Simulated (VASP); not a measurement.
Input:

```yaml
crystal:
  lattice:
    - [-2.06775, 2.06775, 2.06775]
    - [2.06775, -2.06775, 2.06775]
    - [2.06775, 2.06775, -2.06775]
  atoms:
    - { symbol: Na, position: [0.00000, 0.00000, 0.00000] }
```

Computed with vdW-DF2, VASP's PBE PAW potentials (set 64) (plane waves; VASP 6.6.1). Settings: 520 eV cut-off, 14×14×14 Γ-centred mesh, tetrahedra with Blöchl corrections, potentials Na_pv.

Q: Estimate the energy per atom (σ→0), band gap (on the k-mesh) with the smallest direct gap where there is one.

A: 
```json
{
 "band gap (on the k-mesh)": "none (metal, semimetal or under 0.01 eV)",
 "energy per atom (σ→0)": "0.774 eV/atom"
}
```

Total energies compare only between runs with the same potentials, cut-off and functional.

The compound is Na in the bcc structure. It was relaxed first, which changed the volume by -9 %.
